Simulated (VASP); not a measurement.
Energy against volume of CdSe (zinc blende). These are revPBE GGA, VASP's PBE PAW potentials (set 64) (plane waves; VASP) values and carry that method's errors. Numerical set-up: 520 eV cut-off, 7×7×7 Γ-centred mesh, Gaussian smearing of 0.050 eV, potentials Cd Se.

```csv
V (Å³/atom),E (eV/atom)
28.943,-2.45677
29.867,-2.46914
30.791,-2.47315
31.714,-2.47012
```

Question: Fit these four points and predict the energy of the run at 32.638 Å³/atom.

Answer: A cubic in V^(−2/3), the third-order Birch-Murnaghan form, passes through the four points with V0 = 30.83 Å³/atom and B0 = 40 GPa, and gives -2.4611 eV/atom there. The run gave -2.4611 eV/atom, +0.0 meV/atom from the fit; all five points give B0 = 40 GPa.

The compound is CdSe in the zinc blende structure, whereas wurtzite is the usual form. It was relaxed first, which changed the volume by +11 %.
